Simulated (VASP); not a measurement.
An input for Ansatz (written as the equivalent of a VASP run, and not itself run):

Ansatz 0.2 input:
```yaml
crystal:
  lattice:
    - [3.6783430, 0.0000000, 0.0000000]
    - [-1.8391720, 3.1855390, 0.0000000]
    - [0.0000000, 0.0000000, 5.7314160]
  atoms:
    - { symbol: As, position: [0.3333330, 0.6666670, 0.2467000] }
    - { symbol: As, position: [0.6666670, 0.3333330, 0.7533000] }
    - { symbol: Be, position: [0.0000000, 0.0000000, 0.0000000] }
    - { symbol: Be, position: [0.3333330, 0.6666670, 0.6470000] }
    - { symbol: Be, position: [0.6666670, 0.3333330, 0.3530000] }
kpoints:
  mp_grid: { grid: [2, 2, 1] }
hamiltonian:
  xc: pbe
  pseudopotentials: { kind: paw }
scf:
  occupations: { method: fermi_dirac, width: 0.1 }
  max_iter: 100
output: { forces: true, stress: true, eigenvalues: true }
```

Q: Translate this input to VASP (INCAR, KPOINTS, POSCAR, choice of POTCAR).

A: One answer among several that fit: 
**INCAR**
```
ALGO = Normal
EDIFF = 1E-6
ENCUT = 300
GGA = PE
ISIF = 2
ISMEAR = -1
LASPH = .TRUE.
LCHARG = .FALSE.
LMAXMIX = 4
LREAL = .FALSE.
LWAVE = .FALSE.
NELM = 100
PREC = Accurate
SIGMA = 0.1
SYSTEM = Be3As2
```

**POSCAR**
```
Be3As2
11.4628320
  0.3208930393   0.0000000000   0.0000000000
 -0.1604465633   0.2779015692   0.0000000000
  0.0000000000   0.0000000000   0.5000000000
As Be
2 3
Direct
  0.3333330000   0.6666670000   0.2467000000
  0.6666670000   0.3333330000   0.7533000000
  0.0000000000   0.0000000000   0.0000000000
  0.3333330000   0.6666670000   0.6470000000
  0.6666670000   0.3333330000   0.3530000000
```

**KPOINTS**
```
Automatic
0
G
 2 2 1
0 0 0
```

POTCAR, in this order: As Be (PBE.64 set). Program: vasp_std.

The two are equivalent in intent, not identical: each code has its own PAW files, so the cut-off isn't converted (ENCUT is set for VASP's; basis.ecutwfc is left out, and Ansatz then takes the one that its files recommend); Ansatz stops its SCF on the density residual and VASP on the energy change (EDIFF).

The structure was generated: Be3As2 was put into an ordered model structure, which need not be its known phase. The cell was not relaxed at this level. The k-mesh is coarse (spacing up to 1.10 per Å, 2π included), so the numbers may not be converged in it. The run is one of a series of settings (KPOINTS 2×2×1 Γ-centred mesh against the base run), some of them coarse on purpose.
